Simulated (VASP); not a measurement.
Energy against volume of YN (rock salt). Computed with HSE06 screened hybrid, VASP's PBE PAW potentials (set 64) (plane waves; VASP 6.6.1). Run with 520 eV cut-off, 8×8×8 Γ-centred mesh, Gaussian smearing of 0.050 eV, potentials Y_sv N.

```csv
V (Å³/atom),E (eV/atom)
13.865,-10.65050
14.308,-10.66583
14.750,-10.66552
15.193,-10.65185
```

Fit these four points and predict the energy of the run at 13.423 Å³/atom.

A cubic in V^(−2/3), the third-order Birch-Murnaghan form, passes through the four points with V0 = 14.52 Å³/atom and B0 = 172 GPa, and gives -10.6169 eV/atom there. The run gave -10.6168 eV/atom, +0.1 meV/atom from the fit; all five points give B0 = 172 GPa.

The compound is YN in the rock salt structure. It was relaxed first. The cell's shape comes from a PBE relaxation.
